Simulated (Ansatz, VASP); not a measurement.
# SnSe: VASP beside Ansatz

One calculation is typed for both programs; each brings its own data sets and cutoff. How far apart do they land? The cell is taken from a series of VASP runs on this material, whose earlier steps may have relaxed, scaled or displaced it; both programs get it as it stands.

Program: Ansatz 0.2.0. Level of theory: plane waves, with VASP 6.6.1 beside it; relaxation of cell and atoms at PBE. Results are calculated unless marked as measured.

## 1. The starting structure

The structure is orthorhombic, space group Pnma (No. 62). Conventional cell: a = 11.771 Å, b = 4.208 Å, c = 4.552 Å, α = 90.00°, β = 90.00°, γ = 90.00°. Nearest to Sn lie 3 Se at 2.79 to 2.82 Å. Nearest to Se lie 3 Sn at 2.79 to 2.82 Å. Farther neighbours and most contacts between anions are not listed.

Coordinates:

```xyz
8
Lattice="11.7706 0.0000 0.0000 0.0000 4.2084 0.0000 0.0000 0.0000 4.5519" Properties=species:S:1:pos:R:3 pbc="T T T"
Sn    1.4223    1.0521    0.5206
Sn    4.4630    3.1563    2.7966
Sn    7.3075    1.0521    1.7553
Sn   10.3483    3.1563    4.0313
Se    4.1789    1.0521    0.1042
Se    1.7064    3.1563    2.3801
Se   10.0641    1.0521    2.1717
Se    7.5917    3.1563    4.4477
```

## 2. VASP: relaxation of cell and atoms, PBE

The relaxed volume is the usual yardstick between codes: its relative difference is about their pressure difference at one cell divided by the bulk modulus.

Lines of VASP's logs that name or quote its potential files are left out, and so is its time.

File INCAR:

```
SYSTEM = SnSe
PREC = Accurate
ENCUT = 400
EDIFF = 1E-06
NELM = 100
ISMEAR = 0
SIGMA = 0.05
LREAL = .FALSE.
ALGO = Normal
GGA = PE
NBANDS = 49
LORBIT = 11
LWAVE = .FALSE.
LCHARG = .FALSE.
KPAR = 4
IBRION = 2
NSW = 60
ISIF = 3
EDIFFG = -0.01
```

File POSCAR:

```
SnSe
1.0
   11.7705572083      0.0000000000      0.0000000000
    0.0000000000      4.2084441490      0.0000000000
    0.0000000000      0.0000000000      4.5518885864
Sn Se
4 4
Direct
    0.1208318900      0.2500000000      0.1143766149
    0.3791681100      0.7500000000      0.6143766149
    0.6208318900      0.2500000000      0.3856233851
    0.8791681100      0.7500000000      0.8856233851
    0.3550258800      0.2500000000      0.0228914669
    0.1449741200      0.7500000000      0.5228914669
    0.8550258800      0.2500000000      0.4771085331
    0.6449741200      0.7500000000      0.9771085331
```

File KPOINTS:

```
Automatic mesh
0
Gamma
3 6 6
0 0 0
```

Potentials, in the order of the species: Sn_d and Se (PBE family, release 64).

Launch:

```
$ mpirun -np 4 vasp_std
```

Numbers of over 12 decimals in the logs are rounded to 6 here.

Output:

```text
[banner, memory and clock lines left out]
running    4 mpi-ranks, on    1 nodes
 distrk:  each k-point on    1 cores,    4 groups
 distr:  one band on    1 cores,    1 groups

 POSCAR found type information on POSCAR SnSe
 POSCAR found :  2 types and       8 ions
 LDA part: xc-table for (Slater+PW92), standard interpolation
 POSCAR, INCAR and KPOINTS ok, starting setup
 FFT: planning ... GRIDC
 FFT: planning ... GRID_SOFT
 FFT: planning ... GRID
 WAVECAR not read
 entering main loop
       N       E                     dE             d eps       ncg     rms          rms(c)
DAV:   1     0.782566689878E+03    0.78257E+03   -0.32096E+04  3330   0.176E+03
DAV:   2     0.969125688576E+02   -0.68565E+03   -0.66441E+03  3168   0.515E+02
DAV:   3    -0.257953187813E+02   -0.12271E+03   -0.11755E+03  3832   0.186E+02
DAV:   4    -0.334406962440E+02   -0.76454E+01   -0.75515E+01  3679   0.485E+01
DAV:   5    -0.336893440325E+02   -0.24865E+00   -0.24818E+00  3788   0.918E+00    0.622E+00
DAV:   6    -0.328861308944E+02    0.80321E+00   -0.15370E+00  4306   0.580E+00    0.387E+00
DAV:   7    -0.328861153417E+02    0.15553E-04   -0.57103E-01  3985   0.251E+00    0.159E+00
DAV:   8    -0.328853739751E+02    0.74137E-03   -0.52409E-02  4081   0.145E+00    0.338E-01
DAV:   9    -0.328855598699E+02   -0.18589E-03   -0.75510E-03  3883   0.566E-01    0.114E-01
DAV:  10    -0.328857295044E+02   -0.16963E-03   -0.90323E-04  3812   0.136E-01    0.616E-02
DAV:  11    -0.328858053144E+02   -0.75810E-04   -0.23880E-04  4151   0.835E-02    0.183E-02
DAV:  12    -0.328857946475E+02    0.10667E-04   -0.31499E-05  3865   0.287E-02    0.665E-03
DAV:  13    -0.328857955286E+02   -0.88106E-06   -0.54989E-06  3016   0.100E-02
   1 F= -.32885796E+02 E0= -.32885796E+02  d E =-.328858E+02
[...]
2 F= -.32885872E+02 E0= -.32885872E+02  d E =-.760202E-04
[...]
3 F= -.32885869E+02 E0= -.32885869E+02  d E =-.734450E-04
[...]
4 F= -.32885871E+02 E0= -.32885871E+02  d E =-.757421E-04
[...]
5 F= -.32885910E+02 E0= -.32885910E+02  d E =-.392022E-04
 trial-energy change:   -0.000039  1 .order   -0.000039   -0.000045   -0.000033
 step:   3.8781(harm=  3.8781)  dis= 0.00288  next Energy=   -32.885956 (dE=-0.847E-04)
 bond charge predicted
       N       E                     dE             d eps       ncg     rms          rms(c)
DAV:   1    -0.328863343685E+02   -0.42373E-03   -0.10610E-01  4418   0.154E+00    0.123E-01
DAV:   2    -0.328860817052E+02    0.25266E-03   -0.20471E-03  4113   0.354E-01    0.570E-02
DAV:   3    -0.328859803455E+02    0.10136E-03   -0.34627E-04  4020   0.148E-01    0.167E-02
DAV:   4    -0.328859732612E+02    0.70843E-05   -0.31580E-05  3458   0.378E-02    0.890E-03
DAV:   5    -0.328859691670E+02    0.40942E-05   -0.29696E-06  2542   0.126E-02    0.257E-03
DAV:   6    -0.328859687111E+02    0.45594E-06   -0.13018E-06  1670   0.108E-02
   6 F= -.32885969E+02 E0= -.32885969E+02  d E =-.974404E-04
 curvature:  -2.94 expect dE=-0.141E-03 dE for cont linesearch -0.237E-05
 trial: gam= 0.49913 g(F)=  0.995E-05 g(S)=  0.382E-04 ort = 0.730E-05 (trialstep = 0.148E+01)
 search vector abs. value=  0.719E-04
 reached required accuracy - stopping structural energy minimisation
```

From OUTCAR (step 2):

```text
ion  position               nearest neighbor table
   1  0.121  0.250  0.114-   5 2.79   6 2.82   6 2.82   4 3.69   4 3.69
   2  0.379  0.750  0.614-   6 2.79   5 2.82   5 2.82   3 3.69   3 3.69
   3  0.621  0.250  0.386-   7 2.79   8 2.82   8 2.82   2 3.69   2 3.69
   4  0.879  0.750  0.886-   8 2.79   7 2.82   7 2.82   1 3.69   1 3.69
   5  0.355  0.250  0.023-   1 2.79   2 2.82   2 2.82
   6  0.145  0.750  0.523-   2 2.79   1 2.82   1 2.82
   7  0.855  0.250  0.477-   3 2.79   4 2.82   4 2.82
   8  0.645  0.750  0.977-   4 2.79   3 2.82   3 2.82

  LATTYP: Found a simple orthorhombic cell.
 ALAT       =     4.2084441490
 B/A-ratio  =     1.0816084104
 C/A-ratio  =     2.7968904402

 Subroutine GETGRP returns: Found  8 space group operations
 (whereof  2 operations were pure point group operations)

The static configuration has the point symmetry S_2 .
 The point group associated with its full space group is D_2h.

 Found     32 irreducible k-points:

   k-points           NKPTS =     32   k-points in BZ     NKDIM =     32   number of bands    NBANDS=     49

   dimension x,y,z NGX =    80 NGY =   28 NGZ =   30
   dimension x,y,z NGXF=   160 NGYF=   56 NGZF=   60

   ENCUT  =  400.0 eV  29.40 Ry    5.42 a.u.  19.19  6.86  7.42*2*pi/ulx,y,z

   NELECT =      80.0000    total number of electrons

 k-points in reciprocal lattice and weights: Automatic mesh
   0.00000000  0.00000000  0.00000000       0.009
   0.33333333  0.00000000  0.00000000       0.019
   0.00000000  0.16666667  0.00000000       0.019
   0.33333333  0.16666667  0.00000000       0.037
   0.00000000  0.33333333  0.00000000       0.019
   0.33333333  0.33333333  0.00000000       0.037
   0.00000000  0.50000000  0.00000000       0.009
   0.33333333  0.50000000  0.00000000       0.019
   0.00000000  0.00000000  0.16666667       0.019
[...]
0.00000000  0.50000000  0.50000000       0.009
   0.33333333  0.50000000  0.50000000       0.019

 average (electrostatic) potential at core
       1-102.0836       2-102.0836       3-102.0836       4-102.0836       5 -53.1683
       6 -53.1683       7 -53.1683       8 -53.1683

 E-fermi :   5.0938

 k-point     1 :       0.0000    0.0000    0.0000
  band No.  band energies     occupation
    ...
     36       3.0676      2.00000
     37       3.3395      2.00000
     38       3.6879      2.00000
     39       4.1797      2.00000
     40       4.3639      2.00000
     41       5.6193      0.00000
     42       7.5953      0.00000
     43       7.7843      0.00000
     44       7.8374      0.00000
     45       8.0430      0.00000
    ...

 k-point     2 :       0.3333    0.0000    0.0000
  band No.  band energies     occupation
    ...
     36       2.9614      2.00000
     37       3.0560      2.00000
     38       3.2279      2.00000
     39       4.2657      2.00000
     40       4.3568      2.00000
     41       6.6322      0.00000
     42       7.4641      0.00000
     43       7.5558      0.00000
     44       7.7943      0.00000
     45       8.3432      0.00000
    ...

 k-point     3 :       0.0000    0.1667    0.0000
  band No.  band energies     occupation
    ...
     36       3.1561      2.00000
     37       3.3112      2.00000
     38       4.0733      2.00000
     39       4.1886      2.00000
     40       4.2219      2.00000
     41       5.7966      0.00000
     42       6.8041      0.00000
     43       7.5393      0.00000
     44       7.9161      0.00000
     45       7.9697      0.00000
    ...

  Total        0.0389877     -0.0437848     -0.0537985      0.0000000      0.0000000      0.0000000
  in kB        0.2763019     -0.3102982     -0.3812643      0.0000000      0.0000000      0.0000000
  external PRESSURE =      -0.1384202 kB  Pullay stress =       0.0000000 kB

  energy-cutoff  :      400.00
  volume of cell :      226.08
      direct lattice vectors                 reciprocal lattice vectors
    11.783370246  0.000000000  0.000000000     0.084865364  0.000000000  0.000000000
     0.000000000  4.209822807 -0.000000000     0.000000000  0.237539689 -0.000000000
     0.000000000  0.000000000  4.557441823     0.000000000  0.000000000  0.219421342

 POSITION                                       TOTAL-FORCE (eV/Angst)
 -----------------------------------------------------------------------------------
      1.42702      1.05246      0.52117         0.003700      0.000000      0.005349
      4.46467      3.15737      2.79989        -0.003700      0.000000      0.005349
      7.31870      1.05246      1.75755         0.003700     -0.000000     -0.005349
     10.35635      3.15737      4.03627        -0.003700     -0.000000     -0.005349
      4.18204      1.05246      0.10566         0.002160     -0.000000     -0.002140
      1.70965      3.15737      2.38438        -0.002160     -0.000000     -0.002140
     10.07372      1.05246      2.17306         0.002160      0.000000      0.002140
      7.60133      3.15737      4.45179        -0.002160      0.000000      0.002140
 -----------------------------------------------------------------------------------
    total drift:                                0.000000      0.000000     -0.000000

  FREE ENERGIE OF THE ION-ELECTRON SYSTEM (eV)
  ---------------------------------------------------
  free  energy   TOTEN  =       -32.8859687111 eV

  energy  without entropy=      -32.8859687111  energy(sigma->0) =      -32.88596871

 reached required accuracy - stopping structural energy minimisation

 total charge
# of ion       s       p       d       tot
------------------------------------------
    1        1.351   0.727   9.986  12.064
    2        1.351   0.727   9.986  12.064
    3        1.351   0.727   9.986  12.064
    4        1.351   0.727   9.986  12.064
    5        1.472   2.314   0.022   3.808
    6        1.472   2.314   0.022   3.808
    7        1.472   2.314   0.022   3.808
    8        1.472   2.314   0.022   3.808
--------------------------------------------------
tot         11.291  12.164  40.033  63.488

[... 3 further parts left out ...]
```

The bonds form layers, held to each other by dispersion, which PBE lacks, so the spacing between them is unreliable.

## 3. Ansatz: relaxation of cell and atoms, PBE

Ansatz runs on its default PAW (the set named soft_2) files.

The same cell, functional, mesh and smearing now go to Ansatz, which takes its cutoff from its data sets.

File input.yaml:

```yaml
crystal:
  lattice:
    - [11.7705572083, 0.0, 0.0]
    - [0.0, 4.208444149, 0.0]
    - [0.0, 0.0, 4.5518885864]
  atoms:
    - { symbol: Sn, position: [0.12083189, 0.25, 0.1143766149] }
    - { symbol: Sn, position: [0.37916811, 0.75, 0.6143766149] }
    - { symbol: Sn, position: [0.62083189, 0.25, 0.3856233851] }
    - { symbol: Sn, position: [0.87916811, 0.75, 0.8856233851] }
    - { symbol: Se, position: [0.35502588, 0.25, 0.0228914669] }
    - { symbol: Se, position: [0.14497412, 0.75, 0.5228914669] }
    - { symbol: Se, position: [0.85502588, 0.25, 0.4771085331] }
    - { symbol: Se, position: [0.64497412, 0.75, 0.9771085331] }
hamiltonian:
  xc: pbe
  pseudopotentials: { kind: paw }
kpoints:
  mp_grid: { grid: [3, 6, 6] }
scf:
  occupations: { method: gaussian, width: 0.05 }
relax:
  f_tol: 0.01
  max_steps: 60
  cell: { stress_tol: 0.05 }
output:
  forces: true
  stress: true
```

Launch:

```
$ ansatz run input.yaml --threads 4 --pin off --max-ram 9216MiB --backend cpu --events-out ev --progress --plain --runs-dir out
```

Output:

```text
Engine: ansatz 0.2.0, x86_64-unknown-linux-gnu
Pseudopotentials: kind: paw
Pseudopotential: Sn, paw, valence charge 14, recommended cutoff 420 eV (normal), Sn.paw.azcp
Pseudopotential: Se, paw, valence charge 16, recommended cutoff 420 eV (normal), Se.paw.azcp
Functional definition: PBE
  parameter kappa = 0.804
  parameter beta = 0.066725
  exchange = pbe_x(kappa = kappa, mu = beta*pi^2/3)
  correlation = pbe_c(beta = beta)
Crystal: 8 atoms, lattice volume = 225.481 Å³
Basis set: ecut = 420 eV, 4379 PW (Γ), exchange–correlation on 160×60×64 points (8 copies of the dense FFT grid, shifted against one another)
Bands: 72, of which v1, the nominal top of the filled ones, is band 60 counted from 1 (59 counted from 0)
Symmetry: 8 space group operations
Space group: Pnma (ITA 62), of the structure as read, at distance tolerance 6.1e-5 Å
k-points: 32 of 108
Non-local potential: Sn, projectors of the file, l = 0: 2, l = 1: 2, l = 2: 2, l = 3: 2
Non-local potential: Se, projectors of the file, l = 0: 2, l = 1: 2, l = 2: 3, l = 3: 1
PAW form: soft (Blöchl's): semilocal exchange-correlation on the pseudo side does not see the compensation charge
PAW one-centre angular grid: Sn, 590 points (default); XC on 64 Gauss nodes
PAW one-centre angular grid: Se, 590 points (default); XC on 64 Gauss nodes
Initial density: superposition of atomic densities (neutral atoms: chi_scale 0, normalization atom), corrected by the library's trained network
Initial wavefunctions: pseudopotential atomic-orbital guess
Functional: x = pbe(κ = 0.804, μ = 0.219515), c = pbe(β = 0.066725)
SCF iter   1: F=—  HF=-45976.674851 eV  |F-HF|=—  |Δ(HF+E_count)|=         —  Δρ=1.34e-3  dr2=5.84e-3  ethr=1.77e-3  ⟨swp⟩=6.6  Hψ=8705  notcnv=0  defer=11
preconditioner: auto → Resta (q_TF=auto, 2.456 Å⁻¹)  ε∞=2.8  [insulator: Δε(μ)=0.616 eV  Ē_g=16.583 eV  σ=0.050 eV  W_gap=1.00  n_scr=56 (ndim 8)  ℏωp=22.1 eV  f_vac=0.004  D(μ)=0.00/eV (n_scr^D=0)  ε∞_Penn≈2.8]
SCF iter   2: F=—  HF=-45976.672091 eV  |F-HF|=—  |Δ(HF+E_count)|=   2.76e-3  Δρ=6.31e-4  dr2=8.49e-4  ethr=4.87e-6  ⟨swp⟩=2.0  Hψ=4513  notcnv=0  defer=64
SCF iter   3: F=—  HF=-45976.672377 eV  |F-HF|=—  |Δ(HF+E_count)|=   2.85e-4  Δρ=2.46e-4  dr2=1.06e-4  ethr=7.08e-7  ⟨swp⟩=2.1  Hψ=3701  notcnv=0  defer=64
SCF iter   4: F=—  HF=-45976.672452 eV  |F-HF|=—  |Δ(HF+E_count)|=   7.56e-5  Δρ=9.25e-5  dr2=1.66e-5  ethr=8.86e-8  ⟨swp⟩=2.2  Hψ=4029  notcnv=0  defer=64
SCF iter   5: F=—  HF=-45976.672548 eV  |F-HF|=—  |Δ(HF+E_count)|=   9.57e-5  Δρ=1.67e-5  dr2=6.88e-7  ethr=1.38e-8  ⟨swp⟩=2.0  Hψ=3398  notcnv=0  defer=64
SCF iter   6: F=-45976.672548 eV  HF=-45976.672548 eV  |F-HF|=9.86e-8  |Δ(HF+E_count)|=   9.93e-8  Δρ=6.89e-6  dr2=9.65e-8  ethr=8.33e-11  ⟨swp⟩=5.0  Hψ=8740  notcnv=0
SCF 1 converged in 6 iterations: F = -45976.672548 eV  dr2 = 9.65e-8
  greatest PAW one-centre occupation: 1.000 electrons in one spin orbital (limit 2), on the Se atom at site 7 (counted from 0), in its partial waves of l = 2
relax step   1: F+E_penalty+E_count = -45976.67254814 eV  Δ(F+E_penalty+E_count) = +0.000e0 eV  max|allowed force component| = 1.829e-2 eV/Å  Δτ_max = 0.0000 Å  P = +0.057 GPa  Ω = 225.481 Å³  (6 SCF iters, dr2 threshold 1.00e-7 eV, accepted)
[...]
relax step   2: F+E_penalty+E_count = -45976.67261094 eV  Δ(F+E_penalty+E_count) = -6.280e-5 eV  max|allowed force component| = 1.146e-2 eV/Å  Δτ_max = 0.0253 Å  P = +0.000 GPa  Ω = 227.220 Å³  energy of the carried Pulay correction = -2.626e-4 eV  (6 SCF iters, dr2 threshold 2.09e-8 eV, accepted)
[...]
relax step   3: F+E_penalty+E_count = -45976.67302295 eV  Δ(F+E_penalty+E_count) = -4.120e-4 eV  max|allowed force component| = 3.716e-3 eV/Å  Δτ_max = 0.0162 Å  P = -0.024 GPa  Ω = 226.912 Å³  energy of the carried Pulay correction = -2.161e-4 eV  (6 SCF iters, dr2 threshold 8.21e-9 eV, accepted)
[...]
relax step   4: F+E_penalty+E_count = -45976.67323577 eV  Δ(F+E_penalty+E_count) = -2.128e-4 eV  max|allowed force component| = 3.754e-3 eV/Å  Δτ_max = 0.0000 Å  P = -0.024 GPa  Ω = 226.912 Å³  stress off target by 4.38e-2 GPa  SCF on the basis re-selected at this cell (its energy is not comparable with the rows above)  (9 SCF iters)
basis re-selected at this cell: Δ(F+E_penalty+E_count) = -2.128e-4 eV, ΔP = +0.000 GPa vs the last step (what re-selecting the basis moved, of the pressure what is left beyond the Pulay correction that the steps carried, after the strain that the cell walked since its last selection, with what the two solves' SCF thresholds leave and, on support functions, any second-order correction that the steps lacked; it is no m [...]
SCF converged after 9 iterations
Free energy (F): -45976.673236 eV
Harris-Foulkes:  -45976.673236 eV  (|F-HF|=0.00e0)
Internal energy: -45976.673236 eV  (E = F + TS)
E sigma→0 (E₀):  -45976.673236 eV
Fermi energy:    8.454418 eV
--- Per-component energies (eV) ---
  E_band       = -1970.592798
  E_kinetic    = 1212.404716
  E_local      = -13759.002764  (includes V_loc(G=0)·N_el)
  E_nonlocal   = -2513.999453
  E_hartree    = 7197.116779
  E_xc         = -1948.143403
  E_vxc        = -776.743108  (∫ρ·V_xc dr)
  E_paw        = -24179.462469  (= ΣΔE_a)
  E_vpaw       = -527.483421  (= ΣTr[D̂ρ^β])
  E_aug_tail   = -0.002332  (compensation charges beyond the density's cutoff)
  E_ewald      = -11985.584311
  E_smearing   = -0.000000  (= −TS)
  E_closure    = 0.000000  (closes the sum)
  Σ components = -45976.673236   (vs F -45976.673236, Δ=0.00e0)
--- Forces (eV/Å), atoms counted from 1 ---
  atom   1  Sn     0.00201488     0.00000000     0.00054214
  atom   2  Sn    -0.00201488     0.00000000     0.00054214
  atom   3  Sn     0.00201488     0.00000000    -0.00054214
  atom   4  Sn    -0.00201488     0.00000000    -0.00054214
  atom   5  Se    -0.00375387     0.00000000     0.00115450
  atom   6  Se     0.00375387     0.00000000     0.00115450
  atom   7  Se    -0.00375387     0.00000000    -0.00115450
  atom   8  Se     0.00375387     0.00000000    -0.00115450
  max |Σ_I F_I| component: 4.34e-19 eV/Å
--- Stress (GPa, compression-positive) ---
       -0.043800       0.000000       0.000000
        0.000000      -0.019880       0.000000
        0.000000       0.000000      -0.009263
  P = ⅓ Tr σ = -0.0243 GPa (-0.243 kbar)
--- Relaxed structure (3 steps of the walk, 3 accepted, 1 SCFs on fresh bases) ---
  F+E_penalty+E_count = -45976.67323577 eV   max|allowed force component| = 3.754e-3 eV/Å   (the final SCF, on the basis selected at the relaxed cell)
  cell:  # Å, volume = 226.9116 Å³
    - [11.812958, 0.0, 0.0]
    - [0.0, 4.209425, 0.0]
    - [0.0, 0.0, 4.563260]
  atoms:
    - { symbol: Sn, position: [0.121796, 0.25, 0.115491] }
    - { symbol: Sn, position: [0.378204, 0.750000, 0.615491] }
    - { symbol: Sn, position: [0.621796, 0.25, 0.384509] }
    - { symbol: Sn, position: [0.878204, 0.750000, 0.884509] }
    - { symbol: Se, position: [0.354840, 0.25, 0.023213] }
    - { symbol: Se, position: [0.145160, 0.750000, 0.523213] }
    - { symbol: Se, position: [0.854840, 0.25, 0.476787] }
    - { symbol: Se, position: [0.645160, 0.750000, 0.976787] }
```

It took 35 s on 4 threads of Intel Xeon Platinum 8488C (Sapphire Rapids), shared host; peak memory 0.96 GiB.

## 4. Side by side

Known differences besides the potentials themselves: both relaxations stop at a tolerance, which leaves soft axes loose, and VASP keeps its plane-wave basis; the data sets hold 120 valence electrons in Ansatz (default PAW (the set named soft_2) files) and 80 in VASP; the cutoff is 420 eV in Ansatz and 400 eV in VASP; VASP leaves aspherical gradient terms in its spheres out (LASPH is not set), Ansatz keeps them; Ansatz adds a Pulay correction to the stress that steers its cell, VASP none. Total energies have different zeros and are not compared.

The two programs side by side:

```csv
quantity,Ansatz,VASP,difference
volume (Å³),226.91,226.08,+0.37 %
"edge a after relaxation, in the typed setting (Å)",11.813,11.783,+0.25 %
"edge b after relaxation, in the typed setting (Å)",4.209,4.210,-0.01 %
"edge c after relaxation, in the typed setting (Å)",4.563,4.557,+0.13 %
```

The walks stopped with -0.02 GPa left in Ansatz and -0.01 GPa in VASP; each walk ends within a tolerance, so the volume difference is uncertain by about these residues over the bulk modulus, most in soft cells.

## 5. Summary of results

| Item | Value |
| --- | --- |
| difference in volume (relaxation of cell and atoms, PBE) | 0.37 % |

What this shows: The difference in volume is 0.37 % (relaxation of cell and atoms, PBE), within the 1.2 % picked in this series as the mark of a large difference, as far as the stopping tolerances let one tell. Such differences can come from data sets, numerical settings and the points named under the comparisons, not from the functional's error against experiment.

[Lines on the potential files, build, host, timing and source positions are cut from VASP's logs without a mark.]

[Logs are printed without paths, hosts, clocks, repeated set-up lines and the standing remarks that a program may print on its own settings, such as how far it seeks lower states.]

[Hosts, paths, dates, database ids (printed as entryN), source tags and the programs' standing remarks are cut or masked in the printed files.]
